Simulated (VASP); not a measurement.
# ZrAl3B3N (R3m) in VASP: further runs, part 2 of 2

VASP 6.6.1. Earlier steps stand in the parts before.

## Step 4: Single point, r2SCAN

Contents of INCAR:

```
ALGO = Normal
EDIFF = 1E-6
ENCUT = 520
ISIF = 2
ISMEAR = 0
KPAR = 4
LASPH = T
LCHARG = F
LMIXTAU = T
LREAL = F
LWAVE = F
METAGGA = R2SCAN
NELM = 150
PREC = Accurate
SIGMA = 0.1
```

Contents of KPOINTS:

```
k-points
0
Gamma
  6 6 6
```

Contents of POSCAR:

```
ZrAl3B3N                                
1.0
    3.2074198057      1.8518046910      3.1057986772
   -3.2074198057      1.8518046910      3.1057986772
    0.0000000000     -3.7036093720      3.1057986772
  Zr              Al              B               N             
     1     3     3     1
Direct
     0.0130331243147950    0.0130331243147950    0.0130331243147879
     0.4915724063294675    0.4915724063294675    0.0620301375605266
     0.0620301375605337    0.4915724063294746    0.4915724063294675
     0.4915724063294746    0.0620301375605337    0.4915724063294675
     0.6632760588206352    0.6632760588206352    0.3839389119876557
     0.3839389119876557    0.6632760588206352    0.6632760588206423
     0.6632760588206352    0.3839389119876557    0.6632760588206423
     0.2313009058367967    0.2313009058367967    0.2313009058367896
```

Potentials or basis: VASP PAW PBE potentials, release 64 (Zr_sv, Al, B, N).

Run with:

```bash
cat potpaw_PBE.64/Zr_sv/POTCAR potpaw_PBE.64/Al/POTCAR potpaw_PBE.64/B/POTCAR potpaw_PBE.64/N/POTCAR > POTCAR
mpirun -np 4 vasp_std > vasp.out
```

OUTCAR:

```text
EDIFF = 1E-6
   ENCUT = 520
   ISIF = 2
   ISMEAR = 0
   LASPH = T
   LREAL = F
   METAGGA = R2SCAN
   NELM = 150
   PREC = Accurate

 ion  position               nearest neighbor table
   1  0.013  0.013  0.013-   8 2.03   7 2.86   6 2.86   5 2.86   3 3.22   4 3.22   3 3.22   4 3.22
                             2 3.22   2 3.22   3 3.51   4 3.51   2 3.51
   2  0.492  0.492  0.062-   8 1.93   7 2.10   6 2.10   5 2.14   3 2.76   4 2.76   1 3.22   1 3.22
                             1 3.51
   3  0.062  0.492  0.492-   8 1.93   5 2.10   7 2.10   6 2.14   2 2.76   4 2.76   1 3.22   1 3.22
                             1 3.51
   4  0.492  0.062  0.492-   8 1.93   5 2.10   6 2.10   7 2.14   2 2.76   3 2.76   1 3.22   1 3.22
                             1 3.51
   5  0.663  0.663  0.384-   6 1.79   7 1.79   3 2.10   4 2.10   2 2.14   1 2.86
   6  0.384  0.663  0.663-   5 1.79   7 1.79   2 2.10   4 2.10   3 2.14   1 2.86
   7  0.663  0.384  0.663-   5 1.79   6 1.79   2 2.10   3 2.10   4 2.14   1 2.86
   8  0.231  0.231  0.231-   3 1.93   4 1.93   2 1.93   1 2.03

  LATTYP: Found a trigonal (rhomboedric) cell.
 ALAT       =     4.8334985101
 COS(alpha) =     0.1193193976

  Lattice vectors:

 A1 = (   3.2074198057,   1.8518046910,   3.1057986772)
 A2 = (  -3.2074198057,   1.8518046910,   3.1057986772)
 A3 = (   0.0000000000,  -3.7036093720,   3.1057986772)

[... 191 lines left out ...]
 fundamental gap:      0.0060157409
 Fermi energy:         6.7204566656

 k-point     1 :       0.0000    0.0000    0.0000
  band No.  band energies     occupation
      1     -44.9905      2.00000
      2     -22.4899      2.00000
      3     -22.2409      2.00000
      4     -22.2409      2.00000
      5      -9.7263      2.00000
      6      -5.6665      2.00000
[... 589 lines left out ...]
     21       8.7030      0.00000
     22       9.5870      0.00000

 [... further k-points ...]
[... 5 lines left out ...]
  --------------------------------------------------------------------------------------
  -------------------------------------------------------------------------------------
  Total       -0.9235435     -0.9235435     -1.1462669      0.0000000     -0.0000000      0.0000000
  in kB      -13.3687985    -13.3687985    -16.5928425      0.0000000     -0.0000000      0.0000000
  external PRESSURE =     -14.4434799 kB  Pullay stress =       0.0000000 kB

 VOLUME and BASIS-vectors are now :
 -----------------------------------------------------------------------------
  energy-cutoff  :      520.00
  volume of cell :      110.68
      direct lattice vectors                 reciprocal lattice vectors
     3.207419806  1.851804691  3.105798677     0.155888543  0.090002292  0.107326124
    -3.207419806  1.851804691  3.105798677    -0.155888543  0.090002292  0.107326124
     0.000000000 -3.703609372  3.105798677     0.000000000 -0.180004584  0.107326124

 POSITION                                       TOTAL-FORCE (eV/Angst)
 -----------------------------------------------------------------------------------
      0.00000      0.00000      0.12143         0.000000      0.000000      0.115918
      0.00000      1.59086      3.24610         0.000000     -0.138237     -0.151547
     -1.37772     -0.79543      3.24610         0.119717      0.069119     -0.151547
      1.37772     -0.79543      3.24610        -0.119717      0.069119     -0.151547
      0.00000      1.03456      5.31244         0.000000      0.067058      0.012941
     -0.89595     -0.51728      5.31244        -0.058074     -0.033529      0.012941
      0.89595     -0.51728      5.31244         0.058074     -0.033529      0.012941
      0.00000      0.00000      2.15512         0.000000      0.000000      0.299900
 -----------------------------------------------------------------------------------
    total drift:                                0.000000      0.000000     -0.004625

  FREE ENERGIE OF THE ION-ELECTRON SYSTEM (eV)
  ---------------------------------------------------
  free  energy   TOTEN  =       -74.8992306994 eV

  energy  without entropy=      -74.8789486203  energy(sigma->0) =      -74.88908966
```

stdout:

```text
POSCAR found type information on POSCAR ZrAlB N
 POSCAR found :  4 types and       8 ions
 scaLAPACK will be used
 -----------------------------------------------------------------------------
|                                                                             |
|                                                                             |
|     You enforced a specific xc type in the INCAR file but a different       |
|     I HOPE YOU KNOW WHAT YOU ARE DOING!                                     |
|                                                                             |
 -----------------------------------------------------------------------------

 LDA part: xc-table for (None), standard interpolation
 POSCAR, INCAR and KPOINTS ok, starting setup
 FFT: planning ... GRIDC
 FFT: planning ... GRID_SOFT
 FFT: planning ... GRID
 WAVECAR not read
 entering main loop
```

It took 2.4 min on 4 MPI ranks of Intel Xeon Platinum 8375C at 2.90GHz (Ice Lake), shared host; peak memory 0.28 GiB.

Results:

```
Free energy            : -74.8992 eV
Pressure               : -1.4 GPa
Largest force          : 0.300 eV/Å
Band gap on the k mesh : none (metal or under the smearing width)
```

Forces on the atoms (eV/Å):
```
Zr   0.000  0.000  0.116
Al   0.000 -0.138 -0.152
Al   0.120  0.069 -0.152
Al  -0.120  0.069 -0.152
B    0.000  0.067  0.013
B   -0.058 -0.034  0.013
B    0.058 -0.034  0.013
N    0.000  0.000  0.300
```

Caveat: the PAW data sets were made with another functional, which shifts forces and pressure a little.
